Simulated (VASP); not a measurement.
Level of theory: LDA (Ceperley-Alder, Perdew-Zunger), VASP's LDA PAW potentials (set 64) (plane waves; VASP).

VASP ran on this input.

**INCAR**
```
ALGO = Normal
EDIFF = 1E-7
ENCUT = 520
ISIF = 2
ISMEAR = -5
LASPH = T
LCHARG = T
LMAXMIX = 4
LORBIT = 11
LREAL = F
LWAVE = F
NEDOS = 601
NELM = 100
PREC = Accurate
SYSTEM = YN
```

File POSCAR:
```
YN
1
    0.0000000000     2.4111855927     2.4111855927
    2.4111855927     0.0000000000     2.4111855927
    2.4111855927     2.4111855927     0.0000000000
Y N
1 1
Direct
  0.0000000000   0.0000000000   0.0000000000
  0.5000000000   0.5000000000   0.5000000000
```

### KPOINTS
```
Automatic mesh
0
Gamma
15 15 15
0 0 0
```

POTCAR, in this order: Y_sv N (LDA.64 set). Program: vasp_std.

Question: What will the output report for the number of irreducible k-points (NKPTS), largest plane-wave count, number of space-group operations, FFT grid (NGX, NGY, NGZ)?

Answer: 
- number of irreducible k-points (NKPTS): 120
- largest plane-wave count: 769
- number of space-group operations: 48
- FFT grid (NGX, NGY, NGZ): 28 × 28 × 28

The compound is YN in the rock salt structure. It was relaxed first.
